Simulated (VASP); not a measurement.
Here is the system:

```yaml
crystal:
  lattice:
    - [4.26096, 0.00000, 0.00000]
    - [0.00000, 4.26096, 0.00000]
    - [0.00000, 0.00000, 4.26096]
  atoms:
    - { symbol: Ba, position: [0.00000, 0.00000, 0.00000] }
    - { symbol: Hf, position: [0.50000, 0.50000, 0.50000] }
    - { symbol: O, position: [0.50000, 0.00000, 0.50000] }
    - { symbol: O, position: [0.00000, 0.50000, 0.50000] }
    - { symbol: O, position: [0.50000, 0.50000, 0.00000] }
```

The numbers are results of revTPSS meta-GGA, VASP's PBE PAW potentials (set 64) (plane waves; VASP 6.6.1), not measurements. Numerical set-up: 520 eV cut-off, 5×5×5 Γ-centred mesh, Gaussian smearing of 0.050 eV, potentials Ba_sv Hf_pv O.

Task: What does the run give for the energy per atom (σ→0), pressure?

Result: 
The energy per atom (σ→0) is 2.199 eV/atom. The pressure is -8.61 GPa.

The absolute energy has meaning only against runs of the same code, potentials and settings.

The compound is BaHfO3 in the cubic perovskite structure. This cell is one point of a volume scan, at 1.06 of the reference volume.
